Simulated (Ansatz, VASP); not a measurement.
RuF2: VASP beside Ansatz

```
Ru F
1.0
     1.47662    0.85253    4.46437
    -1.47662    0.85253    4.46437
     0.00000   -1.70505    4.46437
Ru F
1 2
Direct
  0.00000 0.00000 0.00000
  0.25200 0.25200 0.25200
  0.74800 0.74800 0.74800
```

The cell was built by a generator and needn't be a form met in nature.

Alike in both runs: task single point; functional PBEsol; k mesh 7 × 7 × 7; occupations gaussian, width 0.05 eV; collinear spin, zero start; Hubbard terms Ru d U = 8 eV.

|  | VASP | Ansatz |
| --- | --- | --- |
| version | VASP 6.6.1 | Ansatz 0.2.0 |
| potentials or method | VASP PAW PBE potentials, release 64 (Ru_pv, F) | Ansatz PAW |
| plane-wave cutoff (eV) | 520 | 420 |
| valence electrons in the cell | 28 | 30 |

VASP gave:

```
gap on the k mesh at the Fermi level (eV) : 4.67
least direct gap on the mesh (eV)         : 4.72
rms of the force components (eV/Å)        : 0.876
net moment per atom (μB)                  : 0.00
```

Problem. Which values does Ansatz return?

Solution. gap on the k mesh at the Fermi level (eV): 5.03; least direct gap on the mesh (eV): 5.03; rms of the force components (eV/Å): 0.736; net moment per atom (μB): 0.00.

The programs project onto different local orbitals, so the same U acts differently. Atom by atom the forces differ by 0.140 eV/Å (rms over components). The two sets of potentials don't hold the same shells in valence.

Caveats: the PAW data sets were made with another functional, which shifts forces and pressure a little (VASP); an odd mesh through Γ misses points on the zone boundary, where band edges often lie (VASP); the magnetic or orbital state may not be the lowest (Ansatz); odd divisions of the mesh miss points on the zone boundary, where band edges often lie, so the gap on the mesh can be too wide (Ansatz); the PAW data sets come from PBE, with cores solved anew for the run's functional, which leaves a small shift of forces and pressure (Ansatz).
